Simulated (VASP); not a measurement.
**TaN: relaxation of cell and atoms with PBEsol**

Crystal: TaN.

```
Ta N
1.0
     0.00000    2.21132    2.21132
     2.21132    0.00000    2.21132
     2.21132    2.21132    0.00000
Ta N
1 1
Direct
  0.50000 0.50000 0.50000
  0.00000 0.00000 0.00000
```

The cell comes from a database or a generator and needn't be the stable form of this composition.

- Program: VASP 6.6.1
- Task: relaxation of cell and atoms
- Functional: PBEsol
- Potentials or basis: VASP PAW PBE potentials, release 64 (Ta_pv, N_s)
- Cutoff: 480 eV
- k mesh: 16 × 16 × 16
- Occupations: gaussian, width 0.1 eV
- Spin: no spin polarisation
- Further INCAR settings: ALGO = Normal; EDIFF = 1e-07; IBRION = 2; EDIFFG = -0.005; NSW = 90; ISIF = 3

| Property | Result |
| --- | --- |
| Relaxed volume | 10.50 Å³/atom |
| Relaxed cell | a = 3.097 Å, b = 3.097 Å, c = 3.097 Å, α = 60.00°, β = 60.00°, γ = 60.00° |
| Space group after relaxing (to 0.05 Å) | Fm-3m (No. 225) |
| Energy gained by relaxing | 9.7 meV/atom |
| Ionic steps | 4 |
| Pressure after relaxing | 0.0 GPa |
| Band gap on the k mesh | none (metal or under the smearing width) |

Step by step:
| step | energy change (eV) | largest force (eV/Å) | pressure (GPa) | volume (Å³) |
| --- | --- | --- | --- | --- |
| 1 | 0.0000 | 0.0000 | -9.76 | 21.63 |
| 2 | 0.0949 | 0.0000 | 28.27 | 19.63 |
| 3 | -0.0194 | 0.0000 | -0.25 | 21.02 |
| 4 | -0.0194 | 0.0000 | -0.02 | 21.01 |

Final structure:
```yaml
crystal:
  lattice:
    - [0.00000, 2.19006, 2.19006]
    - [2.19006, 0.00000, 2.19006]
    - [2.19006, 2.19006, 0.00000]
  atoms:
    - { symbol: Ta, position: [0.50000, 0.50000, 0.50000] }
    - { symbol: N, position: [0.00000, 0.00000, 0.00000] }
```

Levels at points of the mesh, in eV from the Fermi level:
```tsv
k point	band 6	band 7	band 8	band 9	band 10	band 11
(0.00, 0.00, 0.00)	-3.82	-3.82	-2.15	-2.15	-2.15	0.04
(0.50, 0.00, 0.00)	-7.67	-7.67	1.95	1.95	2.05	3.86
(0.50, 0.50, 0.00)	-5.57	-4.64	-4.64	2.15	3.64	3.64
```

Run time: 42 s on 1 thread of Intel(R) Xeon(R) Platinum 8488C (Sapphire Rapids), on a shared host, peak memory 0.18 GiB.

Caveat: the PAW data sets were made with another functional, which shifts forces and pressure a little. The run has no spin-orbit coupling, so splittings on Ta are missing.
